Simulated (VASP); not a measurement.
Data:

```
MoS2
1.0
    1.60254    -2.77567     0.00000
    1.60254     2.77567     0.00000
    0.00000     0.00000    12.95585
Mo S
2 4
Direct
  0.33333   0.66667   0.25000
  0.66667   0.33333   0.75000
  0.33333   0.66667   0.87099
  0.66667   0.33333   0.37099
  0.66667   0.33333   0.12901
  0.33333   0.66667   0.62901
```

Level of theory: SCAN meta-GGA, VASP's PBE PAW potentials (set 64) (plane waves; VASP). Run with 520 eV cut-off, 8×8×2 Γ-centred mesh, Gaussian smearing of 0.050 eV, potentials Mo_sv S.

### Question
The ions and cell shape at fixed volume are relaxed. What does this cell relax into?

### Answer

```
MoS2
1.0
    1.58973    -2.75348     0.00000
    1.58973     2.75348     0.00000
    0.00000     0.00000    13.16551
Mo S
2 4
Direct
  0.33333   0.66667   0.25000
  0.66667   0.33333   0.75000
  0.33333   0.66667   0.86790
  0.66667   0.33333   0.36790
  0.66667   0.33333   0.13210
  0.33333   0.66667   0.63210
```
Space group P6_3/mmc (194), at a tolerance of 0.03 Å.

### Question
How much energy does the relaxation gain?

### Answer
The energy (σ→0) changes by -6.2 meV/atom, in 5 ionic steps.

The compound is MoS2 in the 2H layered structure. This cell is one point of a volume scan, at 1.03 of the reference volume. Symmetry was kept, so distortions that lower it aren't found.
